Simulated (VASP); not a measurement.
**Te (space group P2_12_12): computed properties**

Computed with r2SCAN meta-GGA, VASP's PBE PAW potentials (set 64) (plane waves; VASP).

```
Quantity                                                                                                Value
----------------------------------  -------------------------------------------------------------------------
space group                                                                                     P2_12_12 (18)
cell                                a = 5.289 Å, b = 8.442 Å, c = 3.092 Å, α = 90.00°, β = 90.00°, γ = 90.00°
volume per atom                                                                                34.52 Å^3/atom
band gap (over mesh and band path)                                   none (metal, semimetal or under 0.01 eV)
density                                                                                            6.14 g/cm³
```

Space group P2₁2₁2 (No. 18); a = 5.289 Å, b = 8.442 Å, c = 3.092 Å, α = β = γ = 90.00°

```
atom  site  symmetry       x       y       z
----  ----  --------  ------  ------  ------
Te      4c         1  0.8049  0.1098  0.2337
```

Unless said otherwise, spin-orbit coupling is left out, though it shifts the bands of the heavy elements here.

The structure comes from a computed database's Te entry (P2_12_12); how it stands against other phases isn't given here. It was relaxed first. Symmetry was kept, so distortions that lower it aren't found.
